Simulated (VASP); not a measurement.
Method: PBEsol GGA, VASP's PBE PAW potentials (set 64) (plane waves; VASP).

VASP ran on this input.

### KPOINTS
```
Automatic mesh
0
Gamma
15 15 15
0 0 0
```

### POSCAR
```
TiC
1.0
  0.0000000000   2.1220417533   2.1220417533
  2.1220417533   0.0000000000   2.1220417533
  2.1220417533   2.1220417533   0.0000000000
Ti C
1 1
Cart
  0.0000000000   0.0000000000   0.0000000000
  2.1220417533   2.1220417533   2.1220417533
```

INCAR:
```
# general
SYSTEM  = TiC
PREC    = Accurate
ENCUT   = 620
LREAL   = .False.
LASPH   = .True.

# electronic loop
EDIFF   = 1E-6
NELM    = 100
ALGO    = Normal
LMAXMIX = 4

# smearing
ISMEAR  = 1
SIGMA   = 0.1

# functional
GGA     = PS

# ions
IBRION  = 2
NSW     = 40
ISIF    = 3
EDIFFG  = -0.02
PSTRESS = 100

# output
LWAVE   = .False.
LCHARG  = .False.
```

POTCAR, in this order: Ti_sv C (PBE.64 set). Program: vasp_std.

Output

### OSZICAR
```
       N       E                     dE             d eps       ncg     rms          rms(c)
DAV:   1     0.128833408095E+03    0.12883E+03   -0.93908E+03  2880   0.183E+03
DAV:   2    -0.142285723178E+02   -0.14306E+03   -0.13608E+03  3008   0.410E+02
DAV:   3    -0.245321055228E+02   -0.10304E+02   -0.98736E+01  3844   0.102E+02
DAV:   4    -0.250271314968E+02   -0.49503E+00   -0.49427E+00  3672   0.212E+01
DAV:   5    -0.250456258413E+02   -0.18494E-01   -0.18493E-01  3924   0.350E+00    0.204E+01
DAV:   6    -0.202522004573E+02    0.47934E+01   -0.27991E+01  3368   0.706E+01    0.660E+00
DAV:   7    -0.198058725038E+02    0.44633E+00   -0.35275E+00  3268   0.254E+01    0.548E+00
DAV:   8    -0.197774246962E+02    0.28448E-01   -0.23299E-01  3028   0.710E+00    0.160E+00
DAV:   9    -0.197851048428E+02   -0.76801E-02   -0.45649E-02  3612   0.205E+00    0.938E-01
DAV:  10    -0.197809835743E+02    0.41213E-02   -0.18674E-02  3300   0.222E+00    0.236E-01
DAV:  11    -0.197808405038E+02    0.14307E-03   -0.10159E-03  3432   0.328E-01    0.476E-02
DAV:  12    -0.197807927414E+02    0.47762E-04   -0.10321E-04  3112   0.161E-01    0.137E-02
DAV:  13    -0.197807882775E+02    0.44639E-05   -0.11823E-05  3780   0.546E-02    0.305E-03
DAV:  14    -0.197807883490E+02   -0.71515E-07   -0.29917E-07  1640   0.743E-03
   1 F= -.18587951E+02 E0= -.18587924E+02  d E =-.185880E+02
```

OUTCAR:
```
------------------------ aborting loop because EDIFF is reached ----------------------------------------
  FORCE on cell =-STRESS in cart. coord.  units (eV):
  Direction    XX          YY          ZZ          XY          YZ          ZX
  --------------------------------------------------------------------------------------
  Total        1.1849541      1.1849541      1.1849541     -0.0000000      0.0000000     -0.0000000
  in kB       99.3391309     99.3391309     99.3391309     -0.0000000      0.0000000     -0.0000000
  external PRESSURE =      -0.6608691 kB  Pullay stress =     100.0000000 kB
  volume of cell :       19.11
      direct lattice vectors                 reciprocal lattice vectors
     0.000000000  2.122041753  2.122041753    -0.235622131  0.235622131  0.235622131
     2.122041753  0.000000000  2.122041753     0.235622131 -0.235622131  0.235622131
     2.122041753  2.122041753  0.000000000     0.235622131  0.235622131 -0.235622131
 POSITION                                       TOTAL-FORCE (eV/Angst)
 -----------------------------------------------------------------------------------
      0.00000      0.00000      0.00000         0.000000      0.000000      0.000000
      2.12204      2.12204      2.12204        -0.000000     -0.000000     -0.000000
 -----------------------------------------------------------------------------------
    total drift:                                0.000000     -0.000000     -0.000000
  FREE ENERGIE OF THE ION-ELECTRON SYSTEM (eV)
  ---------------------------------------------------
  free  energy   TOTEN  =       -19.7807883490 eV

  energy  without entropy=      -19.7807057044  energy(sigma->0) =      -19.78076080
  enthalpy is  TOTEN    =       -18.5879511129 eV   P V=        1.1928372361

 reached required accuracy - stopping structural energy minimisation
```
(Selected blocks of OUTCAR.)

The compound is TiC in the rock salt structure. It was relaxed first under an external pressure of 10 GPa.
